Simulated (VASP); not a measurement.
The cell holds one Tc (hcp) (0 0 0 1) slab, with vacuum along c, ions free to move until forces fall under 0.03 eV/Å, no reconstruction beyond this cell, dipole correction on.

Here is the system:

```xyz
6
Lattice="2.7347 0.0000 0.0000 -1.3674 2.3683 0.0000 0.0000 0.0000 28.1584" Properties=species:S:1:pos:R:3 pbc="T T T"
Tc     1.3674     0.7894    10.6955
Tc     0.0000     1.5789     8.6648
Tc     1.3674     0.7894    15.1250
Tc     0.0000     1.5789    13.0334
Tc     1.3674     0.7894    19.4936
Tc     0.0000     1.5789    17.4629
```

These are r2SCAN meta-GGA, VASP's PBE PAW potentials (set 64) (plane waves; VASP) values and carry that method's errors. Numerical set-up: 400 eV cut-off, 12×12×1 Γ-centred mesh, first-order Methfessel-Paxton smearing of 0.10 eV, potentials Tc_pv.

Slab and bulk use different k-meshes, so the surface energy is good to a few per cent at best.

**Question.** Predict its surface energy, work function, band gap (on the k-mesh).

**Answer.** 
```
Quantity                                                    Result
------------------------  ----------------------------------------
surface energy                                           2.33 J/m²
work function                                              4.61 eV
band gap (on the k-mesh)  none (metal, semimetal or under 0.01 eV)
```

The cell is a thin slab with vacuum, built from Tc (hcp): (001) face.
